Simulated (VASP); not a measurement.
Consider the following.

```
Li
1.0
   -1.74500     1.74500     1.74500
    1.74500    -1.74500     1.74500
    1.74500     1.74500    -1.74500
Li
1
Cartesian
  0.00000   0.00000   0.00000
```

Level of theory: MS2 meta-GGA, VASP's PBE PAW potentials (set 64) (plane waves; VASP 6.6.1). Numerical set-up: 520 eV cut-off, 13×13×13 Γ-centred mesh, first-order Methfessel-Paxton smearing of 0.10 eV, potentials Li_sv.

Energy and stress use the plane-wave basis of the starting cell.

Problem. The ions, cell shape and volume are relaxed. Predict the relaxed structure.

Solution. 
```
Li
1.0
   -1.70706     1.70706     1.70706
    1.70706    -1.70706     1.70706
    1.70706     1.70706    -1.70706
Li
1
Cartesian
  0.00000   0.00000   0.00000
```
Space group Im-3m (229), at a tolerance of 0.03 Å.

Problem. How do energy and volume change from the first to the last step?

Solution. The energy (σ→0) changes by -5.1 meV/atom and the volume by -6.4 %, in 3 ionic steps.

The compound is Li in the bcc structure. This run relaxes it. Symmetry was kept, so distortions that lower it aren't found.
